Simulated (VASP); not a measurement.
A convergence study with VASP on Rh (fcc): a few settings are varied, all else stays as given below, so the limit is that of these other settings.

```
CELL_PARAMETERS angstrom
      0.00000     1.90000     1.90000
      1.90000     0.00000     1.90000
      1.90000     1.90000     0.00000
ATOMIC_POSITIONS crystal
  Rh 0.00000 0.00000 0.00000
```

Method: LDA (Ceperley-Alder, Perdew-Zunger), VASP's LDA PAW potentials (set 64) (plane waves; VASP). The last row used: 550 eV cut-off, 24×24×24 Γ-centred mesh, second-order Methfessel-Paxton smearing of 0.40 eV, potentials Rh_pv.

```
setting                                   E (eV/atom)  pressure (GPa)  irreducible k-points
----------------------------------------  -----------  --------------  --------------------
ISMEAR = -1, SIGMA = 0.01, 9×9×9 mesh         -8.6632           -9.96                    35
ISMEAR = -1, SIGMA = 0.1, 9×9×9 mesh          -8.6622           -9.48                    35
ISMEAR = 0, SIGMA = 0.01, 9×9×9 mesh          -8.6632           -9.94                    35
ISMEAR = 0, SIGMA = 0.1, 9×9×9 mesh           -8.6638           -9.88                    35
ISMEAR = 1, SIGMA = 0.01, 9×9×9 mesh          -8.6631           -9.93                    35
ISMEAR = 1, SIGMA = 0.2, 9×9×9 mesh           -8.6646           -9.97                    35
ISMEAR = 2, SIGMA = 0.05, 9×9×9 mesh          -8.6631           -9.97                    35
ISMEAR = 2, SIGMA = 0.2, 9×9×9 mesh           -8.6640           -9.92                    35
ISMEAR = -1, SIGMA = 0.01, 18×18×18 mesh      -8.6692          -10.01                   195
ISMEAR = -1, SIGMA = 0.2, 18×18×18 mesh       -8.6681           -8.16                   195
ISMEAR = 0, SIGMA = 0.01, 18×18×18 mesh       -8.6692          -10.02                   195
ISMEAR = 0, SIGMA = 0.2, 18×18×18 mesh        -8.6695           -9.75                   195
ISMEAR = 1, SIGMA = 0.01, 18×18×18 mesh       -8.6692          -10.03                   195
ISMEAR = 1, SIGMA = 0.4, 18×18×18 mesh        -8.6689          -10.06                   195
ISMEAR = 2, SIGMA = 0.05, 18×18×18 mesh       -8.6693          -10.02                   195
ISMEAR = 2, SIGMA = 0.4, 18×18×18 mesh        -8.6699          -10.11                   195
ISMEAR = -1, SIGMA = 0.05, 24×24×24 mesh      -8.6700           -9.93                   413
ISMEAR = -1, SIGMA = 0.2, 24×24×24 mesh       -8.6680           -8.15                   413
ISMEAR = 0, SIGMA = 0.05, 24×24×24 mesh       -8.6704          -10.03                   413
ISMEAR = 0, SIGMA = 0.2, 24×24×24 mesh        -8.6694           -9.75                   413
ISMEAR = 1, SIGMA = 0.05, 24×24×24 mesh       -8.6704          -10.04                   413
ISMEAR = 1, SIGMA = 0.4, 24×24×24 mesh        -8.6688          -10.05                   413
ISMEAR = 2, SIGMA = 0.1, 24×24×24 mesh        -8.6705          -10.05                   413
ISMEAR = 2, SIGMA = 0.4, 24×24×24 mesh        -8.6696          -10.09                   413
```

Left out are rungs that failed or repeat a setting and relaxations that didn't move; long series are thinned to 24 rows.

The compound is Rh in the fcc structure. The cell was not relaxed at this level.
